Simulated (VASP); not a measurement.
Here is the system:

```
SrVO3
1.0
    3.84000     0.00000     0.00000
    0.00000     3.84000     0.00000
    0.00000     0.00000     3.84000
Sr V O
1 1 3
Direct
  0.00114   0.98475   0.01879
  0.48618   0.51134   0.50166
  0.46669   0.00378   0.48484
  0.02987   0.49670   0.49848
  0.51611   0.50343   0.99624
```

These are PBEsol GGA, VASP's PBE PAW potentials (set 64) (plane waves; VASP 6.6.1) values and carry that method's errors. Run with 400 eV cut-off, 4×4×4 Γ-centred mesh, Fermi-Dirac smearing of 0.050 eV, potentials Sr_sv V_sv O.

At this cut-off the stress carries a Pulay error, which pulls relaxed volumes low. Energy and stress use the plane-wave basis of the starting cell.

**Question.** The ions, cell shape and volume are relaxed. Which structure does the run end with?

**Answer.** 
```
SrVO3
1.0
    3.79126    -0.00002     0.00013
   -0.00005     3.79125    -0.00005
    0.00010    -0.00003     3.79155
Sr V O
1 1 3
Cartesian
  0.00011   0.00017   3.79124
  1.89563   1.89604   1.89593
  1.89676  -0.00002   1.89611
  3.79111   1.89542   1.89570
  1.89470   1.89514   0.00015
```
Space group Pm-3m (221), at a tolerance of 0.03 Å.

**Question.** How do energy and volume change from the first to the last step?

**Answer.** The energy (σ→0) changes by -62.7 meV/atom and the volume by -3.8 %, in 14 ionic steps.

```csv
step,E(σ→0) (eV),max force (eV/Å),pressure (GPa),volume (Å³)
1,-41.0346,2.292,-4.98,56.62
2,-41.2855,0.508,3.75,53.79
3,-41.2858,0.535,3.32,53.88
4,-41.3175,0.394,-2.85,55.21
5,-41.3183,0.399,-2.10,55.03
6,-41.3397,0.254,0.05,54.53
7,-41.3422,0.257,1.13,54.28
8,-41.3469,0.061,-0.86,54.70
9,-41.3472,0.082,-0.49,54.62
10,-41.3480,0.045,0.44,54.42
11,-41.3480,0.038,0.28,54.45
12,-41.3482,0.020,-0.15,54.54
13,-41.3482,0.017,-0.09,54.53
14,-41.3482,0.008,0.07,54.50
```

The structure is a typed SrVO3 crystal. In the starting cell atoms are displaced from their ideal sites. This run relaxes it. The k-mesh is coarse (spacing up to 0.41 per Å, 2π included), so the numbers may not be converged in it. The run is one of a series of settings (EDIFFG = -0.01, IBRION = 2, ISIF = 3, NSW = 50 against the base run), some of them coarse on purpose. The run is not spin-polarised, so no magnetic state was tried. The electron count is odd and the run is not spin-polarised, which forces a metal.
